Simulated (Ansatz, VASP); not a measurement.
# Ni (Ni(111) film of 2 layers): VASP beside Ansatz

Wanted: the spread between two codes on one cell, functional and k mesh. The cell is taken from a series of runs on this material, whose earlier steps may have relaxed, scaled, displaced or heated it; both programs get it as it stands.

Calculated with Ansatz 0.2.0; plane waves, with VASP 6.6.1 beside it; zone-centre phonons at PBE.

## Step 1: The starting structure

The cell holds 2 atoms: 2 Ni. Cell: a = 2.425 Å, b = 2.425 Å, c = 27.865 Å, α = 90.0°, β = 90.0°, γ = 120.0°. It derives from Ni. Vacuum lies along c.

## Step 2: Ansatz: zone-centre phonons, PBE

Ansatz runs on its default PAW (the set named soft_2) files.

Second derivatives magnify differences that forces hide, and they need a tight electronic threshold.

Contents of input.yaml:

```yaml
crystal:
  lattice:
    - [2.425417036, 0.0, 0.0]
    - [-1.212708518, 2.1004727679, 0.0]
    - [0.0, 0.0, 27.8645450283]
  atoms:
    - { symbol: Ni, position: [0.0, 0.0, 0.197748515], spin: 0.84 }
    - { symbol: Ni, position: [0.3333333333, 0.6666666667, 0.269952285], spin: 0.84 }
  periodic: [true, true, false]
kpoints:
  mp_grid: { grid: [8, 8, 1] }
hamiltonian:
  xc: pbe
scf:
  occupations: { method: gaussian, width: 0.15 }
output:
  eigenvalues: true
  populations: true
magnetization:
  spin_polarized: true
phonons:
  method: dfpt
  qmesh: [2, 2, 1]
  temperatures: { t_max: 1000, t_step: 50 }
  qpath:
    path:
      - [0.0, 0.0, 0.0]
      - [0.5, 0.0, 0.0]
      - [0.33333333, 0.33333333, 0.0]
      - [0.0, 0.0, 0.0]
    npoints: 10
```

On the command line:

```bash
$ ansatz run input.yaml --threads 4 --pin off --max-ram 16384MiB --backend cpu --events-out ev --progress --plain --runs-dir out
```

Numbers of over 12 decimals in the logs are rounded to 6 here.

The log of the run:

```text
Warning: crystal.symmetry: narrowed to the stabiliser of the run's FFT grids — unitary ops 12 → 6. A phonons.method: dfpt run fills in the rows of the dynamical matrix that it does not solve by its symmetry operations, which is exact only for operations that map its FFT grids onto themselves: filled in by any other, the frequencies could depend on the order in which like atoms are typed, or, by more than the grids' own error, on where the crystal sits among the grids' points. Excluded: 6 operations. The run can therefore solve more perturbations, solve them on more k-points, or both, and cost more. [rest of the remark cut]
Engine: ansatz 0.2.0, aarch64-unknown-linux-gnu
Pseudopotentials: kind: paw
Pseudopotential: Ni, paw, valence charge 18, recommended cutoff 420 eV (normal), Ni.paw.azcp
Functional definition: PBE
  parameter kappa = 0.804
  parameter beta = 0.066725
  exchange = pbe_x(kappa = kappa, mu = beta*pi^2/3)
  correlation = pbe_c(beta = beta)
Crystal: 2 atoms, lattice volume = 141.957 Å³
Basis set: ecut = 420 eV, 2691 PW (Γ), exchange–correlation on 36×36×384 points (8 copies of the dense FFT grid, shifted against one another)
Bands: 23, of which v1, the nominal top of the filled ones, is band 18 counted from 1 (17 counted from 0)
Symmetry: 12 space group operations
Space group: P-3m1 (ITA 164), of the structure as read, at distance tolerance 5.2e-5 Å
Magnetic group: BNS 164.85 (UNI 1315), of the structure as read, at distance tolerance 5.2e-5 Å
k-points: 10 of 64
Non-local potential: Ni, projectors of the file, l = 0: 3, l = 1: 2, l = 2: 3, l = 3: 1
PAW form: soft (Blöchl's): semilocal exchange-correlation on the pseudo side does not see the compensation charge
PAW one-centre angular grid: Ni, 590 points (default); XC on 64 Gauss nodes
Initial density: superposition of atomic densities (neutral atoms: chi_scale 0, normalization atom)
Starting moments: Σ|m| = 1.68 μB on 2 of 2 sites
Initial wavefunctions: pseudopotential atomic-orbital guess
Functional: x = pbe(κ = 0.804, μ = 0.219515), c = pbe(β = 0.066725)
SCF 1 converged in 10 iterations: F = -11678.225751 eV  dr2 = 6.03e-10
  greatest PAW one-centre occupation: 1.001 electrons in one spin orbital (limit 2), on the Ni atom at site 1 (counted from 0), in its partial waves of l = 1
a single point of the input's cell can leave the moments in the input for a lower state (scf.lower_state_search): this run first made a single point of its cell. This run's own SCFs start from the density of the state that the single point found, with the moments in the input. The single point stayed on the moments in the input.
k-points: 10 of 64 (irreducible under 6 space group operations, time reversal used)
Initial density: read from a saved state, or passed on in memory by an earlier SCF of this step, an earlier step, the calling program or the single point that the run made first
Stability of the state it starts from, as read at its close in the collinear treatment: not read negative (Ritz values of 1 − χ₀K, real part plus size of imaginary part, from 0.95 to 1.0, by its mixing steps under the symmetry group of the SCF that read it); its run was given moments
Starting moments: Σ|m| = 1.68 μB on 2 of 2 sites; this step starts from the density that it was given
iter 1 solved again at ethr=4.45e-6 eV; its pass at ethr=3.10e-3 eV (dr2=1.60e-3 eV) is discarded
SCF iter   1: F=—  HF=-11678.225745 eV  |F-HF|=—  |Δ(HF+E_count)|=         —  Δρ=2.33e-6 (↑2.11e-6 ↓2.33e-6)  dr2=8.57e-9  dr2_m=7.28e-10  M=1.504 μB ∫|m|=1.717 μB  β_m=0.65  ethr=4.45e-6  ⟨swp⟩=4.7  Hψ=4627  notcnv=0
eigensolver tolerance schedule: the retry pair's looser diagonalisation over-reported the residual by 186829.60 of it (diagonalisation noise at an unbounded share of the residual, at the tolerance the schedule requests for it); recorded, not acted on — ethr = c·dr2/N_el stays at c = 1.0e-1
preconditioner: auto → LDOS  [metal: Δε(μ)=0.115 eV  Ē_g=7.301 eV  σ=0.150 eV  W_gap=0.37  n_scr=12 (ndim 8)  ℏωp=13.9 eV  f_vac=0.790  D(μ)=3.84/eV (n_scr^D=18)]
spin=Collinear: LDOS preconditioning applied to the charge; magnetization (m = ρ↑ − ρ↓) channel mixes plain (no charge-response kernel on spin).
SCF iter   2: F=—  HF=-11678.225751 eV  |F-HF|=—  |Δ(HF+E_count)|=   6.05e-6  Δρ=3.77e-6 (↑3.77e-6 ↓3.51e-6)  dr2=3.14e-8  dr2_m=3.75e-10  M=1.504 μB ∫|m|=1.717 μB  β_m=0.30  ethr=2.38e-11  ⟨swp⟩=7.1  Hψ=2109  notcnv=0
SCF iter   3: F=—  HF=-11678.225751 eV  |F-HF|=—  |Δ(HF+E_count)|=   9.54e-9  Δρ=1.39e-6 (↑1.24e-6 ↓1.39e-6)  dr2=2.86e-9  dr2_m=2.68e-10  M=1.504 μB ∫|m|=1.717 μB  β_m=0.40  ethr=2.38e-11  ⟨swp⟩=3.0  Hψ=970  notcnv=0
SCF iter   4: F=—  HF=-11678.225751 eV  |F-HF|=—  |Δ(HF+E_count)|=  2.67e-10  Δρ=7.61e-7 (↑4.68e-7 ↓7.61e-7)  dr2=5.34e-10  dr2_m=1.20e-10  M=1.504 μB ∫|m|=1.717 μB  β_m=0.70  ethr=7.93e-12  ⟨swp⟩=2.9  Hψ=846  notcnv=0
SCF iter   5: F=—  HF=-11678.225751 eV  |F-HF|=—  |Δ(HF+E_count)|=  2.38e-10  Δρ=2.38e-7 (↑1.67e-7 ↓2.38e-7)  dr2=5.66e-11  dr2_m=2.51e-11  M=1.504 μB ∫|m|=1.717 μB  β_m=0.85  ethr=1.48e-12  ⟨swp⟩=3.0  Hψ=973  notcnv=0
SCF iter   6: F=—  HF=-11678.225751 eV  |F-HF|=—  |Δ(HF+E_count)|=  3.04e-10  Δρ=1.74e-7 (↑1.74e-7 ↓1.36e-7)  dr2=4.43e-11  dr2_m=6.43e-12  M=1.504 μB ∫|m|=1.717 μB  β_m=0.86  ethr=1.00e-12  ⟨swp⟩=2.2  Hψ=704  notcnv=0
SCF iter   7: F=—  HF=-11678.225751 eV  |F-HF|=—  |Δ(HF+E_count)|=  1.27e-10  Δρ=9.48e-8 (↑8.88e-8 ↓9.48e-8)  dr2=1.20e-11  dr2_m=3.00e-13  M=1.504 μB ∫|m|=1.717 μB  β_m=0.78  ethr=1.00e-12  ⟨swp⟩=1.4  Hψ=511  notcnv=0
SCF iter   8: F=—  HF=-11678.225751 eV  |F-HF|=—  |Δ(HF+E_count)|=  1.09e-11  Δρ=4.99e-8 (↑4.99e-8 ↓4.41e-8)  dr2=4.31e-12  dr2_m=1.40e-13  M=1.504 μB ∫|m|=1.717 μB  β_m=0.87  ethr=1.00e-12  ⟨swp⟩=1.4  Hψ=505  notcnv=0
SCF iter   9: F=-11678.225751 eV  HF=-11678.225751 eV  |F-HF|=1.46e-11  |Δ(HF+E_count)|=  2.18e-11  Δρ=2.59e-8 (↑1.57e-8 ↓2.59e-8)  dr2=5.34e-13  dr2_m=8.82e-14  M=1.504 μB ∫|m|=1.717 μB  ethr=1.00e-12  ⟨swp⟩=10.6  Hψ=3227  notcnv=0
SCF 2 converged in 9 iterations: F = -11678.225751 eV  dr2 = 5.34e-13
NSCF: frozen V_eff on 10 k-points
WARN: eigensolver did not converge (σ=↑ k=3): 1 band(s) unlocked after 2 eigensolves, warm-restarted (20 sweeps on the last) at ethr=1.79e-12 eV (storage-precision floor; scheduled 1.00e-12 eV) (lowest unlocked band 22, counted from 0; max residual 8.96e-6 eV among the unlocked bands, 8.96e-6 eV over every band; other slots of this pass that fall short are told together in one closing line; warning suppressed until the next SCF loop or pass starts)
WARN: eigensolver did not converge in 2 slots of this pass, the one above among them; of largest residual over every band (σ=↓ k=3): 1 band(s) unlocked (lowest unlocked band 22, counted from 0; max residual 3.80e-5 eV among the unlocked bands, 3.80e-5 eV over every band); of lowest unlocked band (σ=↑ k=3): band 22
NSCF: frozen V_eff on 21 k-points
DFPT response loops at q = (0, 0, 0) (fractional): preconditioner auto → none (partly filled bands, converged f_vac=0.790); β = 0.30; Anderson in place of MSR1
NSCF: frozen V_eff on 42 k-points
DFPT response loops at q = (0, -0.5, 0) (fractional): mixed as the last ones told, above
SCF converged after 9 iterations
Magnetization: 1.5039 μB (18.7520 up, 17.2480 down)
Absolute magnetization: 1.7183 μB (∫|ρ↑−ρ↓|, with the PAW one-centre terms)
Spin contamination: 0.0212 ħ² per cell (⟨S²⟩ above its minimum at these occupations)
Per-site moments (μB) at R_I (Å): [(0.796541, 1.000485), (0.796541, 1.000485)]
Free energy (F): -11678.225751 eV
Harris-Foulkes:  -11678.225751 eV  (|F-HF|=1.46e-11)
Internal energy: -11678.182573 eV  (E = F + TS)
E sigma→0 (E₀):  -11678.204162 eV
Entropy (-TS):   -0.043179 eV (-21.589 meV/atom)
Fermi energy:    -5.067592 eV
--- Per-component energies (eV) ---
  E_band       = -1399.554974
  E_kinetic    = 563.394978
  E_local      = -139149.169518  (includes V_loc(G=0)·N_el)
  E_nonlocal   = 1274.351238
  E_hartree    = 68591.392361
  E_xc         = -167.787422
  E_vxc        = -216.163440  (∫ρ·V_xc dr)
  E_paw        = -3261.849260  (= ΣΔE_a)
  E_vpaw       = -1054.754132  (= ΣTr[D̂ρ^β])
  E_aug_tail   = 0.001120  (compensation charges beyond the density's cutoff)
  E_ewald      = 60471.483930
  E_smearing   = -0.043179  (= −TS)
  E_closure    = 0.000000  (closes the sum)
  Σ components = -11678.225751   (vs F -11678.225751, Δ=0.00e0)
--- Band table (eV; the first three rows and the last of 20) ---
  k-point 0 ↑: bands = [... 14 lower, -7.3808, -6.7316, -6.1905, -6.1905, -5.7652, -5.7652, -4.7876, -0.4024, ... 1 higher]
  k-point 1 ↑: bands = [... 14 lower, -7.1673, -6.9347, -6.4715, -6.2697, -5.7779, -5.7597, -3.5386, 0.0940, ... 1 higher]
  k-point 2 ↑: bands = [... 14 lower, -6.8091, -6.6418, -6.5760, -6.2748, -5.7719, -4.8605, -1.4086, 1.5777, ... 1 higher]
  k-point 9 ↓: bands = [... 14 lower, -6.5327, -5.5518, -5.0799, -4.9550, -0.3285, 0.4211, 3.2292, 3.2598, ... 1 higher]
--- Phonons (Γ-DFPT): 4 representative perturbations + reference (Σ response iterations 46) ---
  ASR residual: 2.730e-5 → 0.000e0 eV/Å²; symmetrization residual: 1.104e-9 eV/Å²
  The last average, over the group as it would stand without the narrowing to the FFT grids, took up to 8.882e-16 eV/Å² of the zone centre's force constants
  ASR residual per site (eV/Å²): 2.73e-5 2.61e-5
  Γ frequencies (cm⁻¹): 0.00 0.00 0.00 98.87 98.87 234.48
--- Phonons (arbitrary-q DFPT): 2 irreducible q on the 2×2×1 mesh ---
  q = [0.0000, 0.0000, 0.0000] (star 1, of the zone-centre solve; hermiticity 3.72e-10, symmetrization 7.58e-13, taken by the last average 1.50e-16): -0.00 -0.00 -0.00 98.87 98.87 234.48
  q = [0.0000, -0.5000, 0.0000] (star 3, 6 solved perturbations in 126 linear systems a pass and spin channel, the states on 21 of 64 k-point pairs; hermiticity 1.28e-7, symmetrization 1.83e-13, taken by the last average 6.12e-10): 118.62 167.78 174.26 190.46 281.23 290.36
  sum rule: each row above includes the acoustic sum rule's correction from the zone centre's row sums; it moved no ω² by more than (0.36 cm⁻¹)²
  mesh force constants: q→R imaginary residual 1.19e-17; ASR residual 2.730e-5 → 0.000e0 eV/Å²; symmetrization residual 1.243e-14 eV/Å²
  interpolated dispersion: 31 rows × 6 modes
  density of states and harmonic sums: on the 30×30×1 q-mesh, interpolated from the force constants of a 2×2×1 supercell (no non-analytic term)
  largest difference from the sums on the solved wave vectors: F 1.41e-1 eV, S 2.05e-4 and C_V 6.43e-5 eV/K
  zero-point energy: 0.067447 eV/cell   skipped modes (ω ≤ 0): 3   left out of the sums: 5.56e-4 of the cell's modes: C_V's classical limit lies that fraction below 3 k_B per atom; for a crystal, a wire or a layer, F and S can be off by more, and a phonons.interpolated_qmesh denser along its periods is the remedy for the sampling
--- Löwdin populations: 2 sites ---
  site symbol       q [e]    m [muB]
     0     Ni     17.7937     0.7904
     1     Ni     17.7937     0.7904
  spilling = 0.011462 (of n_electrons = 36.000000)
```

(Continued in part 2 of 2.)

[Lines on the potential files, build, host, timing and source positions are cut from VASP's logs without a mark.]

[Logs are printed without paths, hosts, clocks, repeated set-up lines and the standing remarks that a program may print on its own settings, such as how far it seeks lower states.]

[Hosts, paths, dates, database ids (printed as entryN), source tags and the programs' standing remarks are cut or masked in the printed files.]
